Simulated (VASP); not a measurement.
These are PBE GGA with spin-orbit coupling, VASP's PBE PAW potentials (set 64) (plane waves; VASP) values and carry that method's errors.

VASP ran on this input.

File KPOINTS:
```
Automatic mesh
0
Gamma
5 5 5
0 0 0
```

### INCAR
```
# general
SYSTEM      =  Na2S
PREC        =  Accurate
ENCUT       =  400   # plane-wave cut-off (eV)
LREAL       =  .False.
LASPH       =  .True.

# electronic loop
EDIFF       =  1E-6   # SCF stop (eV)
NELM        =  100
ALGO        =  Normal   # blocked Davidson

# smearing
ISMEAR      =  0   # Gaussian
SIGMA       =  0.05   # width (eV)

# functional
GGA         =  PE
GGA_COMPAT  =  .False.

# spin
MAGMOM      =  9*0
LSORBIT     =  .True.

# ions
ISIF        =  2   # forces and stress, cell fixed

# output
LWAVE       =  .False.
LCHARG      =  .False.
```

File POSCAR:
```
Na2S
1
    0.0000000000     3.2700000000     3.2700000000
    3.2700000000     0.0000000000     3.2700000000
    3.2700000000     3.2700000000     0.0000000000
Na S
2 1
Direct
  0.2500000000   0.2500000000   0.2500000000
  0.7500000000   0.7500000000   0.7500000000
  0.0000000000   0.0000000000   0.0000000000
```

POTCAR, in this order: Na_pv S (PBE.64 set). Program: vasp_ncl.

Task: What does the run give for the energy per atom (σ→0), band gap (on the k-mesh)?

Result: 
The energy per atom (σ→0) is -3.325 eV/atom. The band gap (on the k-mesh) is 2.46 eV.

OSZICAR:
```
...
DAV:   8    -0.997549748126E+01   -0.10151E-01   -0.23530E-02   572   0.141E+00    0.930E-01
DAV:   9    -0.997462559568E+01    0.87189E-03   -0.80499E-04   748   0.279E-01    0.621E-01
DAV:  10    -0.997470277522E+01   -0.77180E-04   -0.47523E-04   608   0.141E-01    0.382E-01
DAV:  11    -0.997570926127E+01   -0.10065E-02   -0.16432E-03   572   0.239E-01    0.614E-02
DAV:  12    -0.997574914813E+01   -0.39887E-04   -0.64340E-05   620   0.696E-02    0.169E-02
DAV:  13    -0.997575291274E+01   -0.37646E-05   -0.57235E-06   528   0.161E-02    0.852E-03
DAV:  14    -0.997575293861E+01   -0.25874E-07   -0.70298E-07   552   0.907E-03
   1 F= -.99757529E+01 E0= -.99757529E+01  d E =-.121557E-16  mag=     0.0000     0.0000     0.0000
```

The compound is Na2S in the antifluorite structure. The cell was not relaxed at this level.
